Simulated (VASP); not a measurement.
Here is the system:

```
GaSb
1.0
    0.00000     3.10612     3.10612
    3.10612     0.00000     3.10612
    3.10612     3.10612     0.00000
Ga Sb
1 1
Direct
  0.00000   0.00000   0.00000
  0.25000   0.25000   0.25000
```

Computed with PBE GGA, VASP's PBE PAW potentials (set 64) (plane waves; VASP). Settings: 400 eV cut-off, 9×9×9 Γ-centred mesh, first-order Methfessel-Paxton smearing of 0.10 eV, potentials Ga_d Sb.

Unless said otherwise, spin-orbit coupling is left out, though it shifts the bands of the heavy elements here.

Problem. What does the run give for the energy per atom (σ→0), band gap (on the k-mesh) with the smallest direct gap where there is one?

Solution. 
```yaml
band gap (on the k-mesh): none (metal, semimetal or under 0.01 eV)
energy per atom (σ→0): -3.684 eV/atom
```

Total energies compare only between runs with the same potentials, cut-off and functional.

The compound is GaSb in the zinc blende structure. It was relaxed first, which changed the volume by +6 %. The start is the result of an earlier pass.
